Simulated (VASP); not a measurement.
Consider the following.

```
HgI2
1.0
    3.81117     0.00000     0.00000
   -1.90558     3.30057     0.00000
    0.00000     0.00000    14.82388
Hg I
2 4
Direct
  0.33333   0.66667   0.25000
  0.66667   0.33333   0.75000
  0.33333   0.66667   0.62750
  0.66667   0.33333   0.12750
  0.66667   0.33333   0.37250
  0.33333   0.66667   0.87250
```

The numbers are results of PBE GGA, VASP's PBE PAW potentials (set 64) (plane waves; VASP 6.6.1), not measurements. Numerical set-up: 300 eV cut-off, 5×5×1 Γ-centred mesh, Gaussian smearing of 0.20 eV, potentials Hg I.

Give the force on each atom (eV/Å).

```csv
atom,Fx,Fy,Fz
Hg1,0.000,0.000,0.000
Hg2,0.000,0.000,0.000
I3,0.000,0.000,-1.813
I4,0.000,0.000,-1.813
I5,0.000,0.000,1.813
I6,0.000,0.000,1.813
```

Give the stress tensor in GPa (positive for a compressed cell).

```
14.51   0.00   0.00
 0.00  14.51   0.00
 0.00   0.00  12.49
```
The pressure is its mean diagonal, 13.84 GPa.

The structure was generated: HgI2 was put into an ordered model structure, which need not be its known phase. The cell was not relaxed at this level. The k-mesh is coarse (spacing up to 0.42 per Å, 2π included), so the numbers may not be converged in it.
